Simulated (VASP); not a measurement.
A VASP calculation is set up with these files.

### INCAR
```
ISIF = 3   # ions, shape and volume
EDIFFG = -0.02
NELM = 100   # most electronic steps
LCHARG = F
SYSTEM = TiAl
PREC = Accurate
LMAXMIX = 4   # l cut-off of mixed one-centre charges
ENCUT = 500   # plane-wave cut-off (eV)
IBRION = 2
EDIFF = 1E-6   # SCF stop (eV)
LASPH = T
SIGMA = 0.1
LREAL = F   # projection in real space or not
ISMEAR = 1   # Methfessel-Paxton
ALGO = Normal   # blocked Davidson
PSTRESS = 100
LWAVE = F
NSW = 40   # most ionic steps
```

**KPOINTS**
```
K-points
0
G
13 13 9
0 0 0
```

**POSCAR**
```
TiAl
1
    2.7366896414     0.0000000000     0.0000000000
    0.0000000000     2.7366896414     0.0000000000
    0.0000000000     0.0000000000     3.9435013766
Ti Al
1 1
Direct
  0.0000000000   0.0000000000   0.0000000000
  0.5000000000   0.5000000000   0.5000000000
```

POTCAR, in this order: Ti_sv Al (LDA.64 set). Program: vasp_std.

Question: Translate this LDA calculation to Ansatz.

Answer: One equivalent input (not run):
Ansatz 0.2 input:
```yaml
crystal:
  lattice:
    - [2.7366896, 0.0000000, 0.0000000]
    - [0.0000000, 2.7366896, 0.0000000]
    - [0.0000000, 0.0000000, 3.9435014]
  atoms:
    - { symbol: Ti, position: [0.0000000, 0.0000000, 0.0000000] }
    - { symbol: Al, position: [0.5000000, 0.5000000, 0.5000000] }
kpoints:
  mp_grid: { grid: [13, 13, 9] }
hamiltonian:
  xc: lda
  pseudopotentials: { kind: paw }
scf:
  occupations: { method: methfessel_paxton, width: 0.1 }
  max_iter: 100
relax:
  max_steps: 40
  f_tol: 0.02
  cell: { p_target: 10 }
output: { forces: true, stress: true, eigenvalues: true }
```
The two are equivalent in intent, not identical: each code has its own PAW files, so the cut-off isn't converted (ENCUT is set for VASP's; basis.ecutwfc is left out, and Ansatz then takes the one that its files recommend); Ansatz stops its SCF on the density residual and VASP on the energy change (EDIFF); Ansatz's lda is the Perdew-Wang form, while the LDA potentials of VASP carry Perdew-Zunger's.

The compound is TiAl in the L1_0 structure. This run relaxes it under an external pressure of 10 GPa. Symmetry was kept, so distortions that lower it aren't found.
